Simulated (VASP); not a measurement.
Output of a VASP run:

OUTCAR:
```
 ion  position               nearest neighbor table
   1  0.000  0.000  0.000-   2 2.95   3 2.95   3 2.95   2 2.95   3 2.95   2 2.95
   2  0.333  0.667  0.190-   1 2.95   1 2.95   1 2.95
   3  0.667  0.333  0.810-   1 2.95   1 2.95   1 2.95
  LATTYP: Found a hexagonal cell.
 ALAT       =     4.2050641236
 C/A-ratio  =     2.0989721051
 Subroutine PRICEL returns:
 Original cell was already a primitive cell.
 Subroutine GETGRP returns: Found 12 space group operations
The static configuration has the point symmetry D_3d.
The dynamic configuration has the point symmetry D_3d.
 Subroutine INISYM returns: Found 12 space group operations
 Subroutine IBZKPT returns following result:
 Found     17 irreducible k-points:

 Following reciprocal coordinates:
            Coordinates               Weight
  0.000000  0.000000  0.000000      1.000000
  0.166667 -0.000000  0.000000      6.000000
  0.333333  0.000000  0.000000      6.000000
  0.500000  0.000000  0.000000      3.000000
  0.166667  0.166667  0.000000      6.000000
  0.333333  0.166667  0.000000     12.000000
  0.333333  0.333333  0.000000      2.000000
  0.000000  0.000000  0.333333      2.000000
  0.166667 -0.000000  0.333333      6.000000
 -0.000000  0.166667  0.333333      6.000000
  0.333333  0.000000  0.333333      6.000000
  0.000000  0.333333  0.333333      6.000000
  0.500000  0.000000  0.333333      6.000000
  0.166667  0.166667  0.333333     12.000000
  0.333333  0.166667  0.333333     12.000000
 -0.166667  0.500000  0.333333     12.000000
  0.333333  0.333333  0.333333      4.000000
   k-points           NKPTS =     17   k-points in BZ     NKDIM =     17   number of bands    NBANDS=     12
   number of dos      NEDOS =    301   number of ions     NIONS =      3
   total plane-waves  NPLWV =  71680
   dimension x,y,z NGX =    32 NGY =   32 NGZ =   70
   dimension x,y,z NGXF=    64 NGYF=   64 NGZF=  140
   ions per type =               1   2
   PREC   = accura    normal or accurate (medium, high low for compatibility)
   ISTART =      0    job   : 0-new  1-cont  2-samecut
   ICHARG =      2    charge: 1-file 2-atom 10-const
   ISPIN  =      1    spin polarized calculation?
   LNONCOLLINEAR =      F non collinear calculations
   LSORBIT =      F    spin-orbit coupling
   INIWAV =      1    electr: 0-lowe 1-rand  2-diag
   ENCUT  =  520.0 eV  38.22 Ry    6.18 a.u.   7.82  7.82 16.41*2*pi/ulx,y,z
   NELM   =    100;   NELMIN=  2; NELMDL= -5     # of ELM steps
   EDIFF  = 0.1E-06   stopping-criterion for ELM
   LREAL  =      F    real-space projection
   NLSPLINE    = F    spline interpolate recip. space projectors
   LMAXMIX     =    4 max onsite mixed and CHGCAR
   VOSKOWN=      0    Vosko Wilk Nusair interpolation
   EDIFFG = -.1E-01   stopping-criterion for IOM
   NSW    =     30    number of steps for IOM
   NBLOCK =      1;   KBLOCK =     30    inner block; outer block
   IBRION =      2    ionic relax: 0-MD 1-quasi-New 2-CG
   NFREE  =      1    steps in history (QN), initial steepest desc. (CG)
   ISIF   =      4    stress and relaxation
   ISYM   =      2    0-nonsym 1-usesym 2-fastsym
   TEIN   =    0.0    initial temperature
   TEBEG  =    0.0;   TEEND  =   0.0 temperature during run
   SMASS  =  -3.00    Nose mass-parameter (am)
   PSTRESS=    0.0 pullay stress
   NELECT =      16.0000    total number of electrons
   EFERMI =   0.00;   METHOD = LEGACY
   ISMEAR =     0;   SIGMA  =   0.05  broadening in eV -4-tet -1-fermi 0-gaus
   IALGO  =     38    algorithm
   LDIAG  =      T    sub-space diagonalisation (order eigenvalues)
   IMIX   =      4    mixing-type and parameters
     AMIX     =   0.40;   BMIX     =  1.00
     AMIX_MAG =   1.60;   BMIX_MAG =  1.00
     AMIN     =   0.10
   GGA     = AM    functional components
   VOSKOWN =     0    Vosko Wilk Nusair interpolation
   LHFCALC =     F    Hartree Fock is set to
   LHFONE  =     F    Hartree Fock one center treatment
   AEXX    =    0.0000 exact exchange contribution
...
```

OSZICAR:
```
...
DAV:   8    -0.781732417512E+01   -0.56790E-05   -0.30038E-06   484   0.119E-02    0.305E-03
DAV:   9    -0.781732513023E+01   -0.95511E-06   -0.10342E-06   432   0.745E-03    0.111E-03
DAV:  10    -0.781732512659E+01    0.36397E-08   -0.38823E-08   364   0.158E-03
   4 F= -.78173251E+01 E0= -.78173251E+01  d E =-.334176E-02
       N       E                     dE             d eps       ncg     rms          rms(c)
DAV:   1    -0.781703082968E+01    0.29430E-03   -0.14037E+00   416   0.680E+00    0.565E-01
DAV:   2    -0.782119134433E+01   -0.41605E-02   -0.54887E-02   488   0.161E+00    0.179E-01
DAV:   3    -0.782071921556E+01    0.47213E-03   -0.91198E-04   524   0.262E-01    0.145E-01
DAV:   4    -0.782040987293E+01    0.30934E-03   -0.66561E-04   476   0.166E-01    0.667E-02
DAV:   5    -0.782040573422E+01    0.41387E-05   -0.11798E-04   488   0.661E-02    0.128E-02
DAV:   6    -0.782040361089E+01    0.21233E-05   -0.12741E-05   472   0.234E-02    0.966E-03
DAV:   7    -0.782040921110E+01   -0.56002E-05   -0.54188E-06   416   0.153E-02    0.336E-03
DAV:   8    -0.782041170435E+01   -0.24933E-05   -0.16343E-06   472   0.867E-03    0.201E-03
DAV:   9    -0.782041194364E+01   -0.23929E-06   -0.25643E-07   472   0.356E-03    0.579E-04
DAV:  10    -0.782041200267E+01   -0.59033E-07   -0.39591E-08   340   0.162E-03
   5 F= -.78204120E+01 E0= -.78204120E+01  d E =-.642864E-02
       N       E                     dE             d eps       ncg     rms          rms(c)
DAV:   1    -0.782655000769E+01   -0.61381E-02   -0.29273E-01   416   0.293E+00    0.333E-01
DAV:   2    -0.782395446736E+01    0.25955E-02   -0.73653E-03   448   0.654E-01    0.145E-01
DAV:   3    -0.782235858033E+01    0.15959E-02   -0.14372E-03   492   0.248E-01    0.723E-02
DAV:   4    -0.782193643578E+01    0.42214E-03   -0.10173E-03   504   0.190E-01    0.260E-02
DAV:   5    -0.782198213037E+01   -0.45695E-04   -0.89443E-05   424   0.613E-02    0.195E-02
DAV:   6    -0.782199257777E+01   -0.10447E-04   -0.15162E-05   468   0.240E-02    0.937E-03
DAV:   7    -0.782200733425E+01   -0.14756E-04   -0.12881E-05   452   0.252E-02    0.306E-03
DAV:   8    -0.782200774373E+01   -0.40948E-06   -0.24187E-07   460   0.388E-03    0.178E-03
DAV:   9    -0.782200855641E+01   -0.81268E-06   -0.72086E-07   440   0.669E-03    0.808E-04
DAV:  10    -0.782200854257E+01    0.13848E-07   -0.30915E-08   356   0.126E-03
   6 F= -.78220085E+01 E0= -.78220085E+01  d E =-.159654E-02
       N       E                     dE             d eps       ncg     rms          rms(c)
DAV:   1    -0.782787739119E+01   -0.58688E-02   -0.33922E-01   420   0.315E+00    0.360E-01
DAV:   2    -0.782486009415E+01    0.30173E-02   -0.85409E-03   452   0.705E-01    0.156E-01
DAV:   3    -0.782300241091E+01    0.18577E-02   -0.16594E-03   492   0.267E-01    0.776E-02
DAV:   4    -0.782250264426E+01    0.49977E-03   -0.11889E-03   508   0.206E-01    0.283E-02
DAV:   5    -0.782255588915E+01   -0.53245E-04   -0.10475E-04   424   0.663E-02    0.212E-02
DAV:   6    -0.782256813123E+01   -0.12242E-04   -0.17451E-05   468   0.258E-02    0.103E-02
DAV:   7    -0.782258595345E+01   -0.17822E-04   -0.15283E-05   444   0.272E-02    0.329E-03
DAV:   8    -0.782258649085E+01   -0.53740E-06   -0.30079E-07   500   0.427E-03    0.194E-03
DAV:   9    -0.782258746970E+01   -0.97884E-06   -0.82195E-07   440   0.703E-03    0.794E-04
DAV:  10    -0.782258745478E+01    0.14916E-07   -0.34597E-08   352   0.133E-03
   7 F= -.78225875E+01 E0= -.78225875E+01  d E =-.217545E-02
```

OUTCAR:
```
------------------------ aborting loop because EDIFF is reached ----------------------------------------
  FORCE on cell =-STRESS in cart. coord.  units (eV):
  Direction    XX          YY          ZZ          XY          YZ          ZX
  --------------------------------------------------------------------------------------
  Total        0.0422824      0.0422824      0.0400800     -0.0000000      0.0000000      0.0000000
  in kB        0.5012042      0.5012041      0.4750982     -0.0000000      0.0000000      0.0000000
  external PRESSURE =       0.4925022 kB  Pullay stress =       0.0000000 kB
  volume of cell :      135.16
      direct lattice vectors                 reciprocal lattice vectors
     2.079741298 -3.602217235  0.000000000     0.240414517 -0.138803400 -0.000000000
     2.079741298  3.602217235 -0.000000000     0.240414517  0.138803400 -0.000000000
     0.000000000  0.000000000  9.020819265    -0.000000000  0.000000000  0.110854676
 POSITION                                       TOTAL-FORCE (eV/Angst)
 -----------------------------------------------------------------------------------
      0.00000      0.00000      0.00000         0.000000      0.000000      0.000000
      2.07974      1.20074      1.66253         0.000000      0.000000      0.000315
      2.07974     -1.20074      7.35829        -0.000000     -0.000000     -0.000315
 -----------------------------------------------------------------------------------
    total drift:                                0.000000     -0.000000      0.000000
  FREE ENERGIE OF THE ION-ELECTRON SYSTEM (eV)
  ---------------------------------------------------
  free  energy   TOTEN  =        -7.8225874548 eV

  energy  without entropy=       -7.8225874548  energy(sigma->0) =       -7.82258745

 reached required accuracy - stopping structural energy minimisation
```
(Selected blocks of OUTCAR.)

**POSCAR**
```
MgI2
1
    2.1025322492    -3.6416922474     0.0000000000
    2.1025322492     3.6416922474     0.0000000000
    0.0000000000     0.0000000000     8.8263122956
Mg I
1 2
Direct
  0.0000000000   1.0000000000   0.0000000000
  0.3333330000   0.6666670000   0.1900677463
  0.6666670000   0.3333330000   0.8099322537
```

**Question.** Write an INCAR and KPOINTS that could have produced this output.

**Answer.** This is not unique; one that fits is the input of the run itself, AM05 GGA, plane waves, VASP's PBE PAW potentials (set 64).

KPOINTS:
```
Automatic mesh
0
Gamma
6 6 3
0 0 0
```

INCAR:
```
# general
SYSTEM  = MgI2
PREC    = Accurate
ENCUT   = 520
LREAL   = .False.
LASPH   = .True.

# electronic loop
EDIFF   = 1E-7
NELM    = 100
ALGO    = Normal
LMAXMIX = 4

# smearing
ISMEAR  = 0
SIGMA   = 0.05

# functional
GGA     = AM

# ions
IBRION  = 2
NSW     = 30
ISIF    = 4
EDIFFG  = -0.01

# output
LWAVE   = .False.
LCHARG  = .False.
```

POTCAR, in this order: Mg I (PBE.64 set). Program: vasp_std.

Without a dispersion term in the relaxation, distances and binding between the weakly bound layers, chains or molecules are unreliable, and so is what depends on them.

The compound is MgI2 in the 1T layered structure. This cell is one point of a volume scan, at 1.03 of the reference volume. Symmetry was kept, so distortions that lower it aren't found.
